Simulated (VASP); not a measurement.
# CsTl3 (Pm-3m) in VASP: further runs

One crystal, CsTl3, is run at these levels: PBE; tasks: single point.

All numbers are computed with VASP 6.6.1; they aren't measurements. Logs are shortened: lines on timing, memory, paths and dates and some standing lists are left out, and cuts for length are marked.

## 1. The cell of the first run

Symmetry: Pm-3m, No. 221, cubic system. Conventional cell: a = 5.364 Å, b = 5.364 Å, c = 5.364 Å, α = 90.00°, β = 90.00°, γ = 90.00°. Around Cs (site symmetry m-3m) lie 12 Tl at 3.79 Å. Tl (site symmetry 4/mmm) has 4 Cs at 3.79 Å and 8 Tl at 3.79 Å as nearest neighbours.

The cell was built by a generator and needn't be a form met in nature.

## 2. Single point, PBE (species swapped into the FeCo3 type (Pm-3m, No. 221))

Input file INCAR:

```
PREC = Accurate
ENCUT = 520
EDIFF = 1E-6
ISMEAR = 0
SIGMA = 0.1
LREAL = F
LASPH = T
NELM = 80
ALGO = Normal
ISIF = 2
LWAVE = F
LCHARG = T
GGA = PE
LELF = T
LVHAR = T
NBANDS = 32
```

Input file KPOINTS:

```
regular mesh
0
Gamma
  4 4 4
```

Input file POSCAR:

```
CsTl3
1.0
    5.3637218200      0.0000000000      0.0000000000
    0.0000000000      5.3637218200      0.0000000000
    0.0000000000      0.0000000000      5.3637218200
Cs Tl
1 3
Direct
    0.0000000000      0.0000000000      0.0000000000
    0.5000000000      0.5000000000      0.0000000000
    0.5000000000      0.0000000000      0.5000000000
    0.0000000000      0.5000000000      0.5000000000
```

Potentials or basis: VASP PAW PBE potentials, release 64 (Cs_sv, Tl_d).

Command:

```bash
$ cat potpaw_PBE.64/Cs_sv/POTCAR potpaw_PBE.64/Tl_d/POTCAR > POTCAR
$ mpirun -np 1 vasp_std > vasp.out
```

OUTCAR:

```text
PREC = Accurate
   ENCUT = 520
   EDIFF = 1E-6
   ISMEAR = 0
   LREAL = F
   LASPH = T
   NELM = 80
   ISIF = 2
   GGA = PE

 ion  position               nearest neighbor table
   1  0.000  0.000  0.000-
   2  0.500  0.500  0.000-   3 3.79   4 3.79   3 3.79   4 3.79   3 3.79   3 3.79   4 3.79   4 3.79

   3  0.500  0.000  0.500-   2 3.79   4 3.79   2 3.79   2 3.79   4 3.79   2 3.79   4 3.79   4 3.79

   4  0.000  0.500  0.500-   2 3.79   3 3.79   2 3.79   3 3.79   2 3.79   3 3.79   2 3.79   3 3.79

  LATTYP: Found a simple cubic cell.
 ALAT       =     5.3637218200

  Lattice vectors:

 A1 = (   5.3637218200,   0.0000000000,   0.0000000000)
 A2 = (   0.0000000000,   5.3637218200,   0.0000000000)
 A3 = (   0.0000000000,   0.0000000000,   5.3637218200)

Analysis of symmetry for initial positions (statically):
=====================================================================
 Subroutine PRICEL returns:
 Original cell was already a primitive cell.

 Routine SETGRP: Setting up the symmetry group for a
 simple cubic supercell.

 Subroutine GETGRP returns: Found 48 space group operations
 (whereof 48 operations were pure point group operations)
 out of a pool of 48 trial point group operations.

The static configuration has the point symmetry O_h .

Analysis of symmetry for dynamics (positions and initial velocities):
=====================================================================
 Subroutine PRICEL returns:
 Original cell was already a primitive cell.

 Routine SETGRP: Setting up the symmetry group for a
 simple cubic supercell.

 Subroutine GETGRP returns: Found 48 space group operations
 (whereof 48 operations were pure point group operations)
 out of a pool of 48 trial point group operations.

The dynamic configuration has the point symmetry O_h .

 Subroutine INISYM returns: Found 48 space group operations
 (whereof 48 operations are pure point group operations),
 and found     1 'primitive' translations

----------------------------------------------------------------------------------------

                                     Primitive cell

  volume of cell :     154.3117

  direct lattice vectors                    reciprocal lattice vectors
[... 74 lines left out ...]
   ENCUT  =  520.0 eV  38.22 Ry    6.18 a.u.   9.97  9.97  9.97*2*pi/ulx,y,z
   NELM   =     80;   NELMIN=  2; NELMDL= -5     # of ELM steps
   EDIFF  = 0.1E-05   stopping-criterion for ELM
   LREAL  =      F    real-space projection
   EDIFFG = 0.1E-04   stopping-criterion for IOM
   NSW    =      0    number of steps for IOM
   IBRION =     -1    ionic relax: 0-MD 1-quasi-New 2-CG
   NFREE  =      0    steps in history (QN), initial steepest desc. (CG)
   ISIF   =      2    stress and relaxation
   ISYM   =      2    0-nonsym 1-usesym 2-fastsym
   POTIM  = 0.5000    time-step for ionic-motion
   TEBEG  =    0.0;   TEEND  =   0.0 temperature during run
   PSTRESS=    0.0 pullay stress
   NELECT =      48.0000    total number of electrons
   NUPDOWN=      -1.0000    fix difference up-down
   EMIN   =  10.00;   EMAX   =-10.00  energy-range for DOS
   EFERMI =   0.00;   METHOD = LEGACY
   ISMEAR =     0;   SIGMA  =   0.10  broadening in eV -4-tet -1-fermi 0-gaus
   EFERMI_NEDOS =   21; number of points for ismear=-14 and -15
   IALGO  =     38    algorithm
   IMIX   =      4    mixing-type and parameters
     AMIX     =   0.40;   BMIX     =  1.00
     AMIX_MAG =   1.60;   BMIX_MAG =  1.00
  volume/ion in A,a.u.               =      38.58       260.34
  Fermi-wavevector in a.u.,A,eV,Ry     =   1.109232  2.096144 16.740544  1.230395
  Thomas-Fermi vector in A             =   2.245769
   LORBIT       =      0    0 simple, 1 ext, 2 COOP (PROOUT), +10 PAW based schemes
   GGA     = PE    functional components
   LHFCALC =     F    Hartree Fock is set to
   AEXX    =    0.0000 exact exchange contribution
   IVDW    =     0    specifies the selected vdW correction
   LEPSILON=     F    determine dielectric tensor
   LRPA    =     F    only Hartree local field effects (RPA)
 non-spin polarized calculation
 Gauss-broadening in eV      SIGMA  =   0.10
  energy-cutoff  :      520.00
  volume of cell :      154.31
 maximum number of plane-waves:      4224
 NGX is ok and might be reduce to    40
   NGX = 19   NGY = 19   NGZ = 19

 number of electron      48.0000032 magnetization

 Free energy of the ion-electron system (eV)
  ---------------------------------------------------
  ext. energy  EPLUGINS =         0.00000000
  ---------------------------------------------------
  free energy    TOTEN  =        -7.07398886 eV

  energy without entropy =       -7.05123551  energy(sigma->0) =       -7.06261218

 E-fermi :   4.0720     XC(G=0):  -8.8437

 val. band max:        4.0627910585   @ k =   0.5000   0.5000   0.2500
 cond. band min:       4.1484867977   @ k =   0.5000   0.2500   0.0000
 fundamental gap:      0.0856957392
 Fermi energy:         4.0719733748

 k-point     1 :       0.0000    0.0000    0.0000
  band No.  band energies     occupation
      1     -18.2017      2.00000
      2      -7.6695      2.00000
      3      -7.6695      2.00000
      4      -7.6695      2.00000
      5      -7.6236      2.00000
      6      -7.6092      2.00000
[... 339 lines left out ...]
     31       9.8037      0.00000
     32       9.8054      0.00000

------------------------ aborting loop because EDIFF is reached ----------------------------------------

  FORCE on cell =-STRESS in cart. coord.  units (eV):
  Direction    XX          YY          ZZ          XY          YZ          ZX
  --------------------------------------------------------------------------------------
  -------------------------------------------------------------------------------------
  Total        0.3344019      0.3344019      0.3344019      0.0000000     -0.0000000      0.0000000
  in kB        3.4720065      3.4720065      3.4720065      0.0000000     -0.0000000      0.0000000
  external PRESSURE =       3.4720065 kB  Pullay stress =       0.0000000 kB

 VOLUME and BASIS-vectors are now :
 -----------------------------------------------------------------------------
  energy-cutoff  :      520.00
  volume of cell :      154.31
      direct lattice vectors                 reciprocal lattice vectors
     5.363721820  0.000000000  0.000000000     0.186437708  0.000000000  0.000000000
     0.000000000  5.363721820  0.000000000     0.000000000  0.186437708  0.000000000
     0.000000000  0.000000000  5.363721820     0.000000000  0.000000000  0.186437708

 POSITION                                       TOTAL-FORCE (eV/Angst)
 -----------------------------------------------------------------------------------
      0.00000      0.00000      0.00000         0.000000      0.000000      0.000000
      2.68186      2.68186      0.00000         0.000000      0.000000      0.000000
      2.68186      0.00000      2.68186         0.000000      0.000000      0.000000
      0.00000      2.68186      2.68186         0.000000      0.000000      0.000000
 -----------------------------------------------------------------------------------
    total drift:                               -0.000000     -0.000000     -0.000000

  FREE ENERGIE OF THE ION-ELECTRON SYSTEM (eV)
  ---------------------------------------------------
  free  energy   TOTEN  =        -7.0739888562 eV

  energy  without entropy=       -7.0512355083  energy(sigma->0) =       -7.06261218
```

OSZICAR:

```text
N       E                     dE             d eps       ncg     rms          rms(c)
DAV:   1     0.268826598295E+03    0.26883E+03   -0.23934E+04   640   0.135E+03
DAV:   2     0.618845371292E+01   -0.26264E+03   -0.25277E+03   736   0.284E+02
DAV:   3    -0.697495377976E+01   -0.13163E+02   -0.13042E+02   744   0.484E+01
DAV:   4    -0.713461223968E+01   -0.15966E+00   -0.15963E+00   712   0.577E+00
DAV:   5    -0.713635215037E+01   -0.17399E-02   -0.17399E-02   784   0.640E-01    0.148E+00
DAV:   6    -0.708094658901E+01    0.55406E-01   -0.12265E-01   688   0.196E+00    0.106E+00
DAV:   7    -0.707352263662E+01    0.74240E-02   -0.33329E-02   744   0.101E+00    0.659E-01
DAV:   8    -0.707395121027E+01   -0.42857E-03   -0.24489E-03   688   0.222E-01    0.552E-02
DAV:   9    -0.707396918465E+01   -0.17974E-04   -0.16836E-04   776   0.738E-02    0.298E-02
DAV:  10    -0.707398920046E+01   -0.20016E-04   -0.37899E-05   688   0.314E-02    0.464E-03
DAV:  11    -0.707398885619E+01    0.34426E-06   -0.10193E-06   544   0.552E-03
   1 F= -.70739889E+01 E0= -.70626122E+01  d E =-.227533E-01
```

stdout:

```text
POSCAR found type information on POSCAR CsTl
 POSCAR found :  2 types and       4 ions
 scaLAPACK will be used
 LDA part: xc-table for (Slater+PW92), standard interpolation
 POSCAR, INCAR and KPOINTS ok, starting setup
 FFT: planning ... GRIDC
 FFT: planning ... GRID_SOFT
 FFT: planning ... GRID
 WAVECAR not read
 entering main loop
```

Wall time 36 s (1 thread of Intel Xeon Platinum 8488C (Sapphire Rapids), shared host); peak memory 0.25 GiB.

What came out:

```
Free energy            : -7.0740 eV
Pressure               : 0.3 GPa
Band gap on the k mesh : none (metal or under the smearing width)
```

## 3. Single point, PBE (species swapped into the FeCo3 type (Pm-3m, No. 221))

Input file INCAR:

```
ALGO = Fast
EDIFF = 1E-7
ENCUT = 520
GGA = PE
ISIF = 2
ISMEAR = 0
LASPH = True
LCHARG = False
LREAL = False
LWAVE = False
NBANDS = 32
NELM = 100
PREC = Accurate
SIGMA = 0.1
```

Input file KPOINTS:

```
k-points
0
Gamma
  10 10 10
```

Input file POSCAR:

```
CsTl3
1.0
    5.4055966106      0.0000000000      0.0000000000
    0.0000000000      5.4055966106      0.0000000000
    0.0000000000      0.0000000000      5.4055966106
Cs Tl
1 3
Direct
    0.0000000000      0.0000000000      0.0000000000
    0.5000000000      0.5000000000      0.0000000000
    0.5000000000      0.0000000000      0.5000000000
    0.0000000000      0.5000000000      0.5000000000
```

Potentials or basis: VASP PAW PBE potentials, release 64 (Cs_sv, Tl_d).

Command:

```bash
$ cat potpaw_PBE.64/Cs_sv/POTCAR potpaw_PBE.64/Tl_d/POTCAR > POTCAR
$ mpirun -np 1 vasp_std > vasp.out
```

Wall time 4.8 min (1 thread of Intel Xeon Platinum 8488C (Sapphire Rapids), shared host); peak memory 0.4 GiB.

It converged, with:

```
Free energy            : -7.1137 eV
Pressure               : 0.0 GPa
Band gap on the k mesh : none (metal or under the smearing width)
```

Levels at points of the mesh, in eV from the Fermi level:
```tsv
k point	band 20	band 21	band 22	band 23	band 24	band 25	band 26	band 27	band 28	band 29
(0.00, 0.00, 0.00)	-7.93	-4.79	-4.79	-0.35	-0.35	-0.35	2.78	2.78	2.78	3.52
(0.50, 0.00, 0.00)	-6.55	-6.34	-4.63	-0.27	-0.27	0.41	1.13	1.81	1.81	2.20
(0.50, 0.50, 0.00)	-6.30	-5.67	-5.67	-1.61	0.40	0.79	0.79	1.76	1.91	1.91
(0.50, 0.50, 0.50)	-5.87	-5.87	-5.87	-2.04	-0.43	-0.43	-0.43	4.29	5.55	5.56
```
